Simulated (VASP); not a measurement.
# Nb2BS (P6_3/mmc) in VASP: a series of runs

One crystal, Nb2BS, is run at these levels: rev-vdW-DF2, PBE+D3; tasks: optical spectrum, electric field gradients.

Everything below comes from runs of VASP 6.6.1. Logs are shortened: lines on timing, memory, paths and dates and some standing lists are left out, and cuts for length are marked.

## Step 1: The structure

It takes space group P6_3/mmc (No. 194, hexagonal). Conventional cell: a = 3.373 Å, b = 3.373 Å, c = 11.698 Å, α = 90.00°, β = 90.00°, γ = 120.00°. Nb (site symmetry 3m) is surrounded by 3 B at 2.27 Å. Around S (site symmetry -6m2) lie 6 Nb at 2.62 Å. B (site symmetry -3m) is surrounded by 6 Nb at 2.27 Å.

The cell comes from a database or a generator and needn't be the stable form of this composition.

## Step 2: Optical spectrum, rev-vdW-DF2

Contents of INCAR:

```
PREC = Accurate
ENCUT = 520
EDIFF = 1E-6
ISMEAR = 0
SIGMA = 0.05
LREAL = False
LASPH = True
NELM = 100
ALGO = Fast
ISIF = 2
LWAVE = False
LCHARG = False
GGA = MK
LUSE_VDW = True
AGGAC = 0.0
PARAM1 = 0.1234
PARAM2 = 0.711357
ZAB_VDW = -1.8867
LOPTICS = True
NBANDS = 67
NEDOS = 2000
CSHIFT = 0.05
```

Contents of KPOINTS:

```
regular mesh
0
Gamma
  9 9 3
```

Contents of POSCAR:

```
Nb2BS
3.373
    1.000002643522      0.000000000000      0.000000000000
   -0.500001321761      0.866027693151      0.000000000000
    0.000000000000      0.000000000000      3.468068781500
Nb S B
4 2 2
Direct
    0.3333333333      0.6666666667      0.3997840000
    0.6666666667      0.3333333333      0.8997840000
    0.6666666667      0.3333333333      0.6002160000
    0.3333333333      0.6666666667      0.1002160000
    0.6666666667      0.3333333333      0.2500000000
    0.3333333333      0.6666666667      0.7500000000
    0.0000000000      0.0000000000      0.5000000000
    0.0000000000      0.0000000000      0.0000000000
```

Potentials or basis: VASP PAW PBE potentials, release 64 (Nb_sv, S, B).

The run is started by

```console
$ cat potpaw_PBE.64/Nb_sv/POTCAR potpaw_PBE.64/S/POTCAR potpaw_PBE.64/B/POTCAR > POTCAR
$ mpirun -np 1 vasp_std > vasp.out
```

OUTCAR:

```text
PREC = Accurate
   ENCUT = 520
   EDIFF = 1E-6
   ISMEAR = 0
   LREAL = False
   LASPH = True
   NELM = 100
   ISIF = 2
   GGA = MK

 ion  position               nearest neighbor table
   1  0.333  0.667  0.400-   7 2.27   7 2.27   7 2.27   5 2.62   5 2.62   5 2.62   3 3.05   3 3.05
                             3 3.05
   2  0.667  0.333  0.900-   8 2.27   8 2.27   8 2.27   6 2.62   6 2.62   6 2.62   4 3.05   4 3.05
                             4 3.05
   3  0.667  0.333  0.600-   7 2.27   7 2.27   7 2.27   6 2.62   6 2.62   6 2.62   1 3.05   1 3.05
                             1 3.05
   4  0.333  0.667  0.100-   8 2.27   8 2.27   8 2.27   5 2.62   5 2.62   5 2.62   2 3.05   2 3.05
                             2 3.05
   5  0.667  0.333  0.250-   1 2.62   4 2.62   1 2.62   4 2.62   1 2.62   4 2.62
   6  0.333  0.667  0.750-   2 2.62   3 2.62   2 2.62   3 2.62   2 2.62   3 2.62
   7  0.000  0.000  0.500-   1 2.27   3 2.27   3 2.27   1 2.27   3 2.27   1 2.27
   8  0.000  0.000  0.000-   2 2.27   4 2.27   2 2.27   4 2.27   2 2.27   4 2.27

  LATTYP: Found a hexagonal cell.
 ALAT       =     3.3730089166
 C/A-ratio  =     3.4680596136

  Lattice vectors:

 A1 = (   3.3730089166,   0.0000000000,   0.0000000000)
 A2 = (  -1.6865044583,   2.9211114090,   0.0000000000)
 A3 = (   0.0000000000,   0.0000000000,  11.6977960000)

Analysis of symmetry for initial positions (statically):
=====================================================================
 Subroutine PRICEL returns:
 Original cell was already a primitive cell.

 Routine SETGRP: Setting up the symmetry group for a
 hexagonal supercell.

 Subroutine GETGRP returns: Found 24 space group operations
 (whereof 12 operations were pure point group operations)
 out of a pool of 24 trial point group operations.

The static configuration has the point symmetry D_3d.
 The point group associated with its full space group is D_6h.

Analysis of symmetry for dynamics (positions and initial velocities):
=====================================================================
 Subroutine PRICEL returns:
 Original cell was already a primitive cell.

 Routine SETGRP: Setting up the symmetry group for a
 hexagonal supercell.

 Subroutine GETGRP returns: Found 24 space group operations
 (whereof 12 operations were pure point group operations)
 out of a pool of 24 trial point group operations.

The dynamic configuration has the point symmetry D_3d.
 The point group associated with its full space group is D_6h.

 Subroutine INISYM returns: Found 24 space group operations
 (whereof 12 operations are pure point group operations),
 and found     1 'primitive' translations

----------------------------------------------------------------------------------------

                                     Primitive cell

  volume of cell :     115.2576

  direct lattice vectors                    reciprocal lattice vectors
     3.373008917  0.000000000  0.000000000     0.296471200  0.171167727  0.000000000
    -1.686504458  2.921111409  0.000000000     0.000000000  0.342335454  0.000000000
     0.000000000  0.000000000 11.697796000     0.000000000  0.000000000  0.085486189

  length of vectors
     3.373008917  3.373008917 11.697796000     0.342335454  0.342335454  0.085486189
[... 120 lines left out ...]
   IVDW_NL    =     1    kernel type
   BPARAM     = 6.3000
   IVDW    =     0    specifies the selected vdW correction
   LEPSILON=     F    determine dielectric tensor
   LRPA    =     F    only Hartree local field effects (RPA)
 non-spin polarized calculation
 RMM-DIIS sequential band-by-band and
 Gauss-broadening in eV      SIGMA  =   0.05
  energy-cutoff  :      520.00
  volume of cell :      115.26
 maximum number of plane-waves:      3128
 NGX is ok and might be reduce to    28
   NGX = 13   NGY = 13   NGZ = 43

 number of electron      70.0000000 magnetization

 Free energy of the ion-electron system (eV)
  ---------------------------------------------------
  ext. energy  EPLUGINS =         0.00000000
  ---------------------------------------------------
  free energy    TOTEN  =       -56.75513683 eV

  energy without entropy =      -56.75253563  energy(sigma->0) =      -56.75383623

 E-fermi :  10.7915     XC(G=0): -12.1350

 val. band max:       10.7573274208   @ k =   0.2222   0.0000   0.3333
 cond. band min:      10.8311965181   @ k =   0.0000   0.0000   0.3333
 fundamental gap:      0.0738690973
 Fermi energy:        10.7914543429

 k-point     1 :       0.0000    0.0000    0.0000
  band No.  band energies     occupation
      1     -44.6655      2.00000
      2     -44.6603      2.00000
      3     -44.5885      2.00000
      4     -44.5832      2.00000
      5     -21.1086      2.00000
      6     -21.0132      2.00000
[... 1189 lines left out ...]
     46      14.8123      0.00000
     47      15.6144      0.00000
 [bands above 47 left out]

------------------------ aborting loop because EDIFF is reached ----------------------------------------

  FORCE on cell =-STRESS in cart. coord.  units (eV):
  Direction    XX          YY          ZZ          XY          YZ          ZX
  --------------------------------------------------------------------------------------
  -------------------------------------------------------------------------------------
  Total       -2.8584435     -2.8584435     -3.3903308      0.0000000      0.0000000      0.0000000
  in kB      -39.7347550    -39.7347550    -47.1284336      0.0000000      0.0000000      0.0000000
  external PRESSURE =     -42.1993145 kB  Pullay stress =       0.0000000 kB

 VOLUME and BASIS-vectors are now :
 -----------------------------------------------------------------------------
  energy-cutoff  :      520.00
  volume of cell :      115.26
      direct lattice vectors                 reciprocal lattice vectors
     3.373008917  0.000000000  0.000000000     0.296471200  0.171167727  0.000000000
    -1.686504458  2.921111409  0.000000000     0.000000000  0.342335454  0.000000000
     0.000000000  0.000000000 11.697796000     0.000000000  0.000000000  0.085486189

 POSITION                                       TOTAL-FORCE (eV/Angst)
 -----------------------------------------------------------------------------------
     -0.00000      1.94741      4.67659        -0.000000      0.000000     -0.169644
      1.68650      0.97370     10.52549         0.000000      0.000000     -0.169644
      1.68650      0.97370      7.02120         0.000000      0.000000      0.169644
     -0.00000      1.94741      1.17231         0.000000      0.000000      0.169644
      1.68650      0.97370      2.92445        -0.000000      0.000000      0.000000
     -0.00000      1.94741      8.77335        -0.000000      0.000000      0.000000
      0.00000      0.00000      5.84890        -0.000000      0.000000      0.000000
      0.00000      0.00000      0.00000        -0.000000      0.000000      0.000000
 -----------------------------------------------------------------------------------
    total drift:                               -0.000000      0.000000     -0.000000

  FREE ENERGIE OF THE ION-ELECTRON SYSTEM (eV)
  ---------------------------------------------------
  free  energy   TOTEN  =       -56.7551368327 eV

  energy  without entropy=      -56.7525356335  energy(sigma->0) =      -56.75383623

Total vdW correction in eV:      7.5985549

 electrical conductivity sigma (Mega S m-1) (frequency dependency in vasprun.xml)
  --------------------------------------------------------------------------------------
       0.047       0.000       0.000
       0.000       0.047       0.000
       0.000       0.000       0.013

  frequency dependent IMAGINARY DIELECTRIC FUNCTION (independent particle, no local field effects) density-density
     E(ev)      X         Y         Z        XY        YZ        ZX
  --------------------------------------------------------------------------------------------------------------
     0.00000     0.00000     0.00000     0.00000     0.00000     0.00000     0.00000
     0.84846    32.67082    32.67082    47.91657    -0.00000     0.00000     0.00000
     1.69692    19.44685    19.44685    15.68081     0.00000     0.00000    -0.00000
     2.54538    13.20560    13.20560    26.44037    -0.00000     0.00000    -0.00000
     3.39384    11.71880    11.71880    14.24084    -0.00000     0.00000     0.00000
     4.24230    12.85068    12.85068    13.29806    -0.00000    -0.00000    -0.00000
[... 92 lines left out ...]
    83.14903     0.00012     0.00012     0.00012    -0.00000    -0.00000     0.00000
    83.99749     0.00012     0.00012     0.00012    -0.00000    -0.00000     0.00000

  frequency dependent      REAL DIELECTRIC FUNCTION (independent particle, no local field effects) density-density
     E(ev)        X           Y           Z          XY          YZ          ZX
  --------------------------------------------------------------------------------------------------------------
     0.00000    50.69056    50.69056    79.04557    -0.00000    -0.00000     0.00000
     0.84846    20.30476    20.30476    -3.80984     0.00000     0.00000    -0.00000
     1.69692     7.97195     7.97195     2.46713    -0.00000    -0.00000    -0.00000
     2.54538    10.55449    10.55449     0.55761     0.00000     0.00000    -0.00000
     3.39384     9.90967     9.90967    -0.21241    -0.00000     0.00000     0.00000
     4.24230     5.98832     5.98832     1.17138    -0.00000    -0.00000     0.00000
[... 92 lines left out ...]
    83.14903     0.90782     0.90782     0.90658     0.00000    -0.00000     0.00000
    83.99749     0.90983     0.90983     0.90861     0.00000    -0.00000     0.00000

  frequency dependent IMAGINARY DIELECTRIC FUNCTION (independent particle, no local field effects) current-current
     E(ev)      X         Y         Z        XY        YZ        ZX
  --------------------------------------------------------------------------------------------------------------
     0.00000   120.42521   120.42521   187.59480    -0.00000    -0.00000    -0.00000
     0.84846    34.92019    34.92019    46.17611     0.00000    -0.00000    -0.00000
     1.69692    19.88851    19.88851    15.70195     0.00000     0.00000     0.00000
     2.54538    13.60803    13.60803    26.36285     0.00000     0.00000     0.00000
     3.39384    11.97805    11.97805    14.19072     0.00000     0.00000     0.00000
     4.24230    12.97290    12.97290    13.30794     0.00000    -0.00000     0.00000
[... 92 lines left out ...]
    83.14903     0.00001     0.00001     0.00001    -0.00000    -0.00000     0.00000
    83.99749     0.00001     0.00001     0.00001    -0.00000    -0.00000     0.00000

  frequency dependent      REAL DIELECTRIC FUNCTION (independent particle, no local field effects) current-current
     E(ev)        X           Y           Z          XY          YZ          ZX
  --------------------------------------------------------------------------------------------------------------
     0.00000    49.69771    49.69771    78.22076    -0.00000    -0.00000    -0.00000
     0.84846    16.20885    16.20885    -8.66569    -0.00000     0.00000     0.00000
     1.69692     6.71969     6.71969     1.66966     0.00000     0.00000     0.00000
     2.54538    10.02527    10.02527    -0.57731     0.00000     0.00000     0.00000
     3.39384     9.57883     9.57883    -0.62942    -0.00000     0.00000     0.00000
     4.24230     5.69633     5.69633     0.85148    -0.00000    -0.00000     0.00000
[... 92 lines left out ...]
    83.14903     0.90783     0.90783     0.90659    -0.00000     0.00000     0.00000
    83.99749     0.90984     0.90984     0.90863    -0.00000     0.00000     0.00000
```

Run time: 7.5 min. Hardware: 1 thread of Intel Xeon 6975P-C (Granite Rapids), shared host; peak memory 0.7 GiB.

Results:

* Free energy: -56.7551 eV
* Pressure: -4.2 GPa
* Largest force: 0.170 eV/Å
* Band gap on the k mesh: none (metal or under the smearing width)

Forces in eV/Å, atoms in the order of the input:
```
Nb   0.000  0.000 -0.170
Nb   0.000  0.000 -0.170
Nb   0.000  0.000  0.170
Nb   0.000  0.000  0.170
S    0.000  0.000  0.000
S    0.000  0.000  0.000
B    0.000  0.000  0.000
B    0.000  0.000  0.000
```

Levels at points of the mesh, in eV from the Fermi level:
```tsv
k point	band 31	band 32	band 33	band 34	band 35	band 36	band 37	band 38	band 39	band 40
(0.00, 0.00, 0.00)	-1.20	-1.12	-1.12	-0.99	-0.99	-0.88	-0.88	0.26	0.26	0.42
```

Dielectric function (mean over the directions given):
| energy (eV) | real part | imaginary part |
| --- | --- | --- |
| 0.25 | 71.02 | 9.48 |
| 1.27 | 5.35 | 24.64 |
| 2.29 | 8.07 | 13.08 |
| 3.31 | 6.43 | 13.03 |
| 4.33 | 4.14 | 14.02 |
| 5.43 | -0.06 | 9.81 |
| 6.45 | -1.33 | 7.98 |
| 7.47 | -2.38 | 6.53 |
| 8.48 | -2.60 | 5.58 |
| 9.50 | -2.00 | 3.62 |
| 10.61 | -1.76 | 3.66 |
| 11.62 | -1.89 | 2.59 |
| 12.64 | -1.81 | 2.44 |
| 13.66 | -1.88 | 1.95 |
| 14.68 | -1.45 | 1.36 |
| 15.78 | -1.49 | 0.89 |
| 16.80 | -1.06 | 0.69 |
| 17.82 | -0.80 | 0.31 |
| 18.84 | -0.44 | 0.16 |
| 19.94 | -0.18 | 0.13 |

Caveat: spectra need much finer meshes, so this one isn't converged; independent-particle spectra lack excitons; the intraband (Drude) part of a metal's response may be missing; the PAW data sets were made with another functional, which shifts forces and pressure a little.

(Part 1 of 2 ends here.)
